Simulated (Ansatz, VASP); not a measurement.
**Two plane-wave programs on Ca3SbP**

Contents of INCAR:

```
  ALGO = Fast
  EDIFF = 1E-6
  ENCUT = 520
  GGA = CA
  ISIF = 2
  ISMEAR = 0
  LASPH = True
  LCHARG = False
  LREAL = False
  LWAVE = False
  NBANDS = 28
  NELM = 80
  PREC = Accurate
  SIGMA = 0.05
```

Contents of KPOINTS:

```
k-points
0
Gamma
  6 6 6
```

POSCAR

```
Ca3SbP
1.0
    5.3393199531      0.0000000000      0.0000000000
    0.0000000000      5.3393199531      0.0000000000
    0.0000000000      0.0000000000      5.3393199531
Ca Sb P
3 1 1
Direct
   -0.0086120789      0.5000000000      0.5000000000
    0.4657248486      0.0000000000      0.5000000000
    0.4657248486      0.5000000000      0.0000000000
    0.0263291015      0.0000000000      0.0000000000
    0.4963415017      0.5000000000      0.5000000000
```

Input for Ansatz:

```yaml
crystal:
  lattice:
    - [5.3393199531, 0.0, 0.0]
    - [0.0, 5.3393199531, 0.0]
    - [0.0, 0.0, 5.3393199531]
  atoms:
    - { symbol: Ca, position: [-0.0086120789, 0.5, 0.5] }
    - { symbol: Ca, position: [0.4657248486, 0.0, 0.5] }
    - { symbol: Ca, position: [0.4657248486, 0.5, 0.0] }
    - { symbol: Sb, position: [0.0263291015, 0.0, 0.0] }
    - { symbol: P, position: [0.4963415017, 0.5, 0.5] }
basis:
  ecutwfc: 420
kpoints:
  mp_grid: { grid: [6, 6, 6] }
hamiltonian:
  xc: lda
scf:
  occupations: { method: gaussian, width: 0.05 }
output:
  forces: true
  stress: true
  eigenvalues: true
```

Change from the starting cell: mode 1 frozen in at -0.180 Å, equal normal strain along x, y and z +0.0167.

Alike in both runs: task single point; functional LDA; k mesh 6 × 6 × 6; occupations gaussian, width 0.05 eV; no spin polarisation.

```csv
,VASP,Ansatz
version,VASP 6.6.1,Ansatz 0.2.0
potentials or method,"VASP PAW LDA potentials, release 64 (Ca_sv, Sb, P)","scalar-relativistic, plane waves, PAW"
plane-wave cutoff (eV),520,420
valence electrons in the cell,40,50
```

```csv
,VASP,Ansatz,Ansatz less VASP
gap on the k mesh at the Fermi level (eV),0.71,0.72,+0.008
least direct gap on the mesh (eV),0.71,0.72,+0.008
pressure (GPa),-1.6,-1.8,-0.12
largest component of the traceless stress (GPa),0.47,0.47,0.000
rms of the force components (eV/Å),0.023,0.026,+0.0024
```

Atom by atom the forces differ by 0.003 eV/Å (rms over components). The two sets of potentials don't hold the same shells in valence.

Caveats: spin-orbit coupling is left out, which moves the levels of the heavy elements. A k mesh can miss the band edges.
